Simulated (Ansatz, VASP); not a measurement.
# Cross-check of HfCdO3 between VASP and Ansatz

One calculation is typed for both programs; each brings its own data sets. How far apart do they land? The cell is generated by rule, not measured, and may not be a known phase. The cell is taken from a series of runs on this material, whose earlier steps may have relaxed, scaled, displaced or heated it; both programs get it as it stands.

Program: Ansatz 0.2.0. Level of theory: plane waves, with VASP 6.6.1 beside it; relaxation of cell and atoms at PBEsol. Results are calculated unless marked as measured.

## (1) The structure

The structure is cubic, space group Pm-3m (No. 221). The conventional cell has a = 4.066 Å, b = 4.066 Å, c = 4.066 Å, α = 90.00°, β = 90.00°, γ = 90.00°. Cd has 12 O at 2.88 Å nearest. Nearest to Hf lie 6 O at 2.03 Å. Nearest to O lie 2 Hf at 2.03 Å. Farther neighbours and most contacts between anions are not listed.

## (2) VASP: relaxation of cell and atoms, PBEsol, pair 1

The relaxed volume is the usual yardstick between codes: in a stiff, nearly cubic crystal its relative difference is about their pressure difference at one cell divided by the bulk modulus.

Lines of VASP's logs that name or quote its potential files are left out, and so is its time.

Contents of INCAR:

```
SYSTEM = HfCdO3
PREC = Accurate
ENCUT = 600
EDIFF = 1E-07
NELM = 120
ISMEAR = 1
SIGMA = 0.2
LREAL = .FALSE.
ALGO = Normal
GGA = PS
NBANDS = 26
LASPH = .TRUE.
LORBIT = 11
LWAVE = .FALSE.
LCHARG = .FALSE.
ISIF = 3
IBRION = 2
NSW = 80
EDIFFG = -0.005
GGA_COMPAT = .FALSE.
NELMIN = 4
KPAR = 2
```

Contents of POSCAR:

```
HfCdO3
1.0
    4.0660680000      0.0000000000      0.0000000000
    0.0000000000      4.0660680000      0.0000000000
    0.0000000000      0.0000000000      4.0660680000
Cd Hf O
1 1 3
Direct
    0.0000000000      0.0000000000      0.0000000000
    0.5000000000      0.5000000000      0.5000000000
    0.5000000000      0.5000000000      0.0000000000
    0.5000000000      0.0000000000      0.5000000000
    0.0000000000      0.5000000000      0.5000000000
```

Contents of KPOINTS:

```
Automatic mesh
0
Gamma
8 8 8
0 0 0
```

The projector-augmented-wave data sets are Cd, Hf_pv and O (PBE family, release 64).

Started as:

```sh
mpirun -np 2 vasp_std
```

Numbers of over 12 decimals in the logs are rounded to 6 here.

Log:

```text
[banner, memory and clock lines left out]
running    2 mpi-ranks, on    1 nodes
 distrk:  each k-point on    1 cores,    2 groups
 distr:  one band on    1 cores,    1 groups

 POSCAR found type information on POSCAR CdHfO
 POSCAR found :  3 types and       5 ions
|                                                                             |
|               ----> ADVICE to this user running VASP <----                  |
|                                                                             |
|     You enforced a specific xc type in the INCAR file but a different       |
|     [... a line on the potential file left out ...]
|     I HOPE YOU KNOW WHAT YOU ARE DOING!                                     |
|                                                                             |

 LDA part: xc-table for (Slater+PW92), standard interpolation
 POSCAR, INCAR and KPOINTS ok, starting setup
 FFT: planning ... GRIDC
 FFT: planning ... GRID_SOFT
 FFT: planning ... GRID
 WAVECAR not read
 entering main loop
       N       E                     dE             d eps       ncg     rms          rms(c)
DAV:   1     0.311728291510E+03    0.31173E+03   -0.24829E+04  1844   0.172E+03
DAV:   2    -0.254279564408E+02   -0.33716E+03   -0.32463E+03  2112   0.416E+02
DAV:   3    -0.464785347556E+02   -0.21051E+02   -0.20947E+02  2094   0.101E+02
DAV:   4    -0.467168103332E+02   -0.23828E+00   -0.23755E+00  2224   0.111E+01
DAV:   5    -0.467187324464E+02   -0.19221E-02   -0.19218E-02  2146   0.995E-01    0.725E+01
DAV:   6    -0.388878766660E+02    0.78309E+01   -0.31997E+01  2210   0.645E+01    0.608E+01
DAV:   7    -0.388067738686E+02    0.81103E-01   -0.33213E+00  1888   0.134E+01    0.322E+01
DAV:   8    -0.387221409427E+02    0.84633E-01   -0.47170E-01  2188   0.516E+00    0.427E+00
DAV:   9    -0.387001050365E+02    0.22036E-01   -0.12699E-01  2050   0.219E+00    0.326E-01
DAV:  10    -0.387000152172E+02    0.89819E-04   -0.36172E-03  2292   0.489E-01    0.750E-01
DAV:  11    -0.387001380229E+02   -0.12281E-03   -0.14453E-04  2206   0.840E-02    0.423E-01
DAV:  12    -0.387000635675E+02    0.74455E-04   -0.50656E-04  2034   0.139E-01    0.633E-02
DAV:  13    -0.387000663369E+02   -0.27694E-05   -0.12731E-05  2182   0.244E-02    0.133E-02
DAV:  14    -0.387000668450E+02   -0.50810E-06   -0.15918E-06  2150   0.979E-03    0.197E-02
DAV:  15    -0.387000668409E+02    0.41077E-08   -0.92687E-07  2026   0.553E-03
   1 F= -.38700067E+02 E0= -.38701803E+02  d E =-.387001E+02
 curvature:   0.00 expect dE= 0.000E+00 dE for cont linesearch  0.000E+00
 trial: gam= 0.00000 g(F)=  0.000E+00 g(S)=  0.144E-01 ort = 0.000E+00 (trialstep = 0.100E+01)
 search vector abs. value=  0.144E-01
 bond charge predicted
       N       E                     dE             d eps       ncg     rms          rms(c)
DAV:   1    -0.388222903462E+02   -0.12222E+00   -0.28940E+00  1880   0.146E+01    0.556E+00
DAV:   2    -0.387134790951E+02    0.10881E+00   -0.42862E-01  1958   0.490E+00    0.134E+00
DAV:   3    -0.387011260988E+02    0.12353E-01   -0.33675E-02  1922   0.162E+00    0.103E+00
DAV:   4    -0.386991288049E+02    0.19973E-02   -0.58966E-03  2080   0.529E-01    0.787E-01
DAV:   5    -0.386989154431E+02    0.21336E-03   -0.26767E-04  2262   0.130E-01    0.475E-01
DAV:   6    -0.386988668983E+02    0.48545E-04   -0.14607E-04  1936   0.921E-02    0.401E-02
DAV:   7    -0.386988691282E+02   -0.22299E-05   -0.58540E-06  2264   0.186E-02    0.119E-02
DAV:   8    -0.386988692675E+02   -0.13928E-06   -0.37682E-07  2064   0.500E-03    0.322E-03
DAV:   9    -0.386988692743E+02   -0.68594E-08   -0.40570E-08  1130   0.147E-03
   2 F= -.38698869E+02 E0= -.38700754E+02  d E =0.119757E-02
 trial-energy change:    0.001198  1 .order    0.001348   -0.014438    0.017135
 step:   0.4644(harm=  0.4573)  dis= 0.00000  next Energy=   -38.703435 (dE=-0.337E-02)
 bond charge predicted
       N       E                     dE             d eps       ncg     rms          rms(c)
DAV:   1    -0.387386733235E+02   -0.39804E-01   -0.83066E-01  1894   0.785E+00    0.303E+00
DAV:   2    -0.387078343021E+02    0.30839E-01   -0.12284E-01  1926   0.260E+00    0.730E-01
DAV:   3    -0.387041709918E+02    0.36633E-02   -0.99428E-03  1940   0.862E-01    0.573E-01
DAV:   4    -0.387035504962E+02    0.62050E-03   -0.17343E-03  2078   0.287E-01    0.432E-01
DAV:   5    -0.387034718757E+02    0.78620E-04   -0.88908E-05  2268   0.741E-02    0.249E-01
DAV:   6    -0.387034491573E+02    0.22718E-04   -0.44298E-05  1922   0.508E-02    0.226E-02
DAV:   7    -0.387034485364E+02    0.62087E-06   -0.14915E-06  2250   0.898E-03    0.652E-03
DAV:   8    -0.387034483917E+02    0.14471E-06   -0.89454E-08  1140   0.236E-03    0.265E-03
DAV:   9    -0.387034483964E+02   -0.47007E-08   -0.19595E-08  1066   0.934E-04
   3 F= -.38703448E+02 E0= -.38705251E+02  d E =-.338156E-02
 curvature:  -0.23 expect dE=-0.202E-08 dE for cont linesearch -0.202E-08
 trial: gam=-0.00078 g(F)=  0.314E-64 g(S)=  0.884E-08 ort = 0.113E-04 (trialstep = 0.893E+00)
 search vector abs. value=  0.100E-09
 reached required accuracy - stopping structural energy minimisation
```

Parts of OUTCAR (step 2):

```text
ion  position               nearest neighbor table
   1  0.000  0.000  0.000-   3 2.88   4 2.88   5 2.88   4 2.88   5 2.88   3 2.88   5 2.88   5 2.88
                             3 2.88   4 2.88   4 2.88   3 2.88   2 3.52   2 3.52   2 3.52   2 3.52
   2  0.500  0.500  0.500-   3 2.03   4 2.03   5 2.03   3 2.03   4 2.03   5 2.03   1 3.52   1 3.52
                             1 3.52   1 3.52   1 3.52   1 3.52   1 3.52   1 3.52
   3  0.500  0.500  0.000-   2 2.03   2 2.03   1 2.88   1 2.88   1 2.88   1 2.88
   4  0.500  0.000  0.500-   2 2.03   2 2.03   1 2.88   1 2.88   1 2.88   1 2.88
   5  0.000  0.500  0.500-   2 2.03   2 2.03   1 2.88   1 2.88   1 2.88   1 2.88

  LATTYP: Found a simple cubic cell.
 ALAT       =     4.0660680000

 Subroutine GETGRP returns: Found 48 space group operations
 (whereof 48 operations were pure point group operations)

The static configuration has the point symmetry O_h .

 Found     35 irreducible k-points:

   k-points           NKPTS =     35   k-points in BZ     NKDIM =     35   number of bands    NBANDS=     26

   dimension x,y,z NGX =    32 NGY =   32 NGZ =   32
   dimension x,y,z NGXF=    64 NGYF=   64 NGZF=   64

   ENCUT  =  600.0 eV  44.10 Ry    6.64 a.u.   8.12  8.12  8.12*2*pi/ulx,y,z

   NELECT =      40.0000    total number of electrons

 k-points in reciprocal lattice and weights: Automatic mesh
   0.00000000  0.00000000  0.00000000       0.002
   0.12500000  0.00000000  0.00000000       0.012
   0.25000000  0.00000000  0.00000000       0.012
   0.37500000  0.00000000  0.00000000       0.012
   0.50000000  0.00000000  0.00000000       0.006
   0.12500000  0.12500000  0.00000000       0.023
   0.25000000  0.12500000  0.00000000       0.047
   0.37500000  0.12500000  0.00000000       0.047
   0.50000000  0.12500000  0.00000000       0.023
[...]
0.50000000  0.50000000  0.37500000       0.012
   0.50000000  0.50000000  0.50000000       0.002

 average (electrostatic) potential at core
       1 -38.9630       2 -37.7504       3 -71.5750       4 -71.5750       5 -71.5750

 E-fermi :   1.8697

 k-point     1 :       0.0000    0.0000    0.0000
  band No.  band energies     occupation
    ...
     17       0.7602      2.00000
     18       1.1906      2.00002
     19       1.4115      2.00559
     20       1.4115      2.00559
     21       1.4115      2.00559
     22       6.2436      0.00000
     23       6.2436      0.00000
     24       6.2436      0.00000
     25      11.0112      0.00000
     26      11.0112      0.00000

 k-point     2 :       0.1250    0.0000    0.0000
  band No.  band energies     occupation
    ...
     16       0.6593      2.00000
     17       0.6593      2.00000
     18       0.7429      2.00000
     19       1.3723      2.00245
     20       1.3723      2.00245
     21       1.9563      0.33776
     22       6.2484      0.00000
     23       6.5863      0.00000
     24       6.5863      0.00000
     25      10.2171      0.00000
    ...

 k-point     3 :       0.2500    0.0000    0.0000
  band No.  band energies     occupation
    ...
     16       0.4359      2.00000
     17       0.4359      2.00000
     18       0.7024      2.00000
     19       1.3402      2.00117
     20       1.3402      2.00117
     21       2.9504     -0.00000
     22       6.2600      0.00000
     23       7.3667      0.00000
     24       7.3667      0.00000
     25       8.7012      0.00000
    ...

  Total       -0.0005526     -0.0005526     -0.0005526     -0.0000000     -0.0000000      0.0000000
  in kB       -0.0132952     -0.0132952     -0.0132952     -0.0000000     -0.0000000      0.0000000
  external PRESSURE =      -0.0132952 kB  Pullay stress =       0.0000000 kB

  energy-cutoff  :      600.00
  volume of cell :       66.59
      direct lattice vectors                 reciprocal lattice vectors
     4.053199772 -0.000000000 -0.000000000     0.246718656 -0.000000000 -0.000000000
     0.000000000  4.053199772 -0.000000000     0.000000000  0.246718656 -0.000000000
     0.000000000  0.000000000  4.053199772     0.000000000  0.000000000  0.246718656

 POSITION                                       TOTAL-FORCE (eV/Angst)
 -----------------------------------------------------------------------------------
      0.00000      0.00000      0.00000         0.000000      0.000000      0.000000
      2.02660      2.02660      2.02660        -0.000000      0.000000      0.000000
      2.02660      2.02660     -0.00000         0.000000      0.000000      0.000000
      2.02660      0.00000      2.02660         0.000000     -0.000000      0.000000
      0.00000      2.02660      2.02660        -0.000000      0.000000      0.000000
 -----------------------------------------------------------------------------------
    total drift:                                0.000000     -0.000000     -0.000000

  FREE ENERGIE OF THE ION-ELECTRON SYSTEM (eV)
  ---------------------------------------------------
  free  energy   TOTEN  =       -38.7034483964 eV

  energy  without entropy=      -38.7088561054  energy(sigma->0) =      -38.70525097

 reached required accuracy - stopping structural energy minimisation

 total charge
# of ion       s       p       d       tot
------------------------------------------
    1        0.252   0.123   9.612   9.987
    2        0.369   6.858   1.632   8.859
    3        1.564   3.460   0.000   5.024
    4        1.564   3.460   0.000   5.024
    5        1.564   3.460   0.000   5.024
--------------------------------------------------
tot          5.314  17.360  11.244  33.917

[... 3 further parts left out ...]
```

CONTCAR:

```
HfCdO3
   1.00000000000000
     4.0531997716339365   -0.0000000000000000   -0.0000000000000000
     0.0000000000000000    4.0531997716339365   -0.0000000000000000
     0.0000000000000000    0.0000000000000000    4.0531997716339365
  Cd              Hf              O
     1     1     3
Direct
     0.0000000000000000    0.0000000000000000    0.0000000000000000
     0.5000000000000000    0.5000000000000000    0.5000000000000000
     0.5000000000000000    0.5000000000000000    0.0000000000000000
     0.5000000000000000    0.0000000000000000    0.5000000000000000
     0.0000000000000000    0.5000000000000000    0.5000000000000000
```

Harder data sets than Hf_pv exist (the GW ones), and pressures, volumes and forces can shift noticeably with them. The run keeps the 48 symmetry operations of its start, so it cannot find a distortion of lower symmetry.

(Continued in part 2 of 3.)

[Lines on the potential files, build, host, timing and source positions are cut from VASP's logs without a mark.]

[Logs are printed without paths, hosts, clocks, repeated set-up lines and the standing remarks that a program may print on its own settings, such as how far it seeks lower states.]

[Hosts, paths, dates, database ids (printed as entryN), source tags and the programs' standing remarks are cut or masked in the printed files.]
